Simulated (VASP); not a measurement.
VASP ran on this input.

### KPOINTS
```
Automatic mesh
0
Gamma
6 6 4
0 0 0
```

**INCAR**
```
AGGAC = 0.0
ALGO = Normal
EDIFF = 1E-6
EDIFFG = -0.02
ENCUT = 520
GGA = MK
IBRION = 2
ISIF = 3
ISMEAR = 0
LASPH = T
LCHARG = F
LMAXMIX = 4
LREAL = F
LUSE_VDW = T
LWAVE = F
NELM = 100
NSW = 60
PARAM1 = 0.1234568
PARAM2 = 0.7114
PREC = Accurate
SIGMA = 0.05
SYSTEM = Se
ZAB_VDW = -1.8867
```

File POSCAR:
```
Se
1.0
  2.0569822130  -3.5627976912   0.0000000000
  2.0569822130   3.5627976912   0.0000000000
  0.0000000000   0.0000000000   5.1673327990
Se
3
direct
  0.0000000000   0.2462139799   0.6666670000
  0.7537860201   0.7537860201   1.0000000000
  0.2462139799   0.0000000000   0.3333330000
```

POTCAR, in this order: Se (PBE.64 set). Program: vasp_std.

**Question.** Write an equivalent input for Quantum ESPRESSO's pw.x.

**Answer.** One equivalent input (not run):
```
&CONTROL
  calculation = 'vc-relax'
  pseudo_dir = './pseudo'
  outdir = './out'
  tprnfor = .true.
  tstress = .true.
  nstep = 60
  forc_conv_thr = 0.00078
/
&SYSTEM
  ibrav = 0
  nat = 3
  ntyp = 1
  ecutwfc = 86
  occupations = 'smearing'
  smearing = 'gaussian'
  degauss = 0.003675
  input_dft = 'vdw-df2-b86r'
/
&ELECTRONS
  conv_thr = 7.3e-08
  electron_maxstep = 100
/
&IONS
/
&CELL
/
ATOMIC_SPECIES
  Se 78.971 Se.upf
CELL_PARAMETERS angstrom
     2.0569822   -3.5627977    0.0000000
     2.0569822    3.5627977   -0.0000000
     0.0000000    0.0000000    5.1673328
ATOMIC_POSITIONS crystal
  Se   0.0000000  0.2462140  0.6666670
  Se   0.7537860  0.7537860  1.0000000
  Se   0.2462140  0.0000000  0.3333330
K_POINTS automatic
  6 6 4 0 0 0
```
What does not carry over: the potentials are each code's own (VASP's PAW set, PseudoDojo norm-conserving files in pw.x), so ENCUT and ecutwfc are chosen apart and not converted; conv_thr bounds pw.x's estimated SCF error, while EDIFF bounds the energy change between steps; forc_conv_thr acts on force components and is met together with etot_conv_thr.

The compound is Se in the trig structure. It was relaxed first, which changed the volume by -7 %. The start is the result of an earlier pass.
